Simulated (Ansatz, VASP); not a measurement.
# Two plane-wave programs on Al3B2P

```
CELL_PARAMETERS angstrom
4.33083 0.00000 0.00000
-2.16541 3.75061 0.00000
0.00000 0.00000 5.36980
ATOMIC_POSITIONS crystal
Al 0.66667 0.33333 0.50000
Al 0.00000 0.00000 0.00000
Al 0.00000 0.00000 0.50000
B 0.33333 0.66667 0.34783
B 0.33333 0.66667 0.65217
P 0.66667 0.33333 0.00000
```

Change from the starting cell: species swapped into the Ce2Si3Ni type (P-6m2, No. 187).

Alike in both runs: functional PBE; k mesh 12 × 12 × 8; occupations gaussian, width 0.1 eV; no spin polarisation.

Ansatz relaxed the structure, and its values are those at the end. VASP's run is a single point on that final structure, the one shown.

```csv
,VASP,Ansatz
version,VASP 6.6.1,Ansatz 0.2.0
potentials or method,"VASP PAW PBE potentials, release 64 (Al, B, P)","scalar-relativistic, plane waves, PAW"
plane-wave cutoff (eV),520,420
valence electrons in the cell,20,20
```

|  | VASP | Ansatz | Ansatz less VASP |
| --- | --- | --- | --- |
| gap on the k mesh at the Fermi level (eV) | none | none | - |
| pressure (GPa) | 0.0 | 0.0 | +0.04 |
| rms of the force components (eV/Å) | 0.002 | 0.003 | +0.0008 |

A gap of «none» marks a metal or a gap that the smearing closes. With one functional, cell and mesh, what is left measures potentials, basis and numerics.
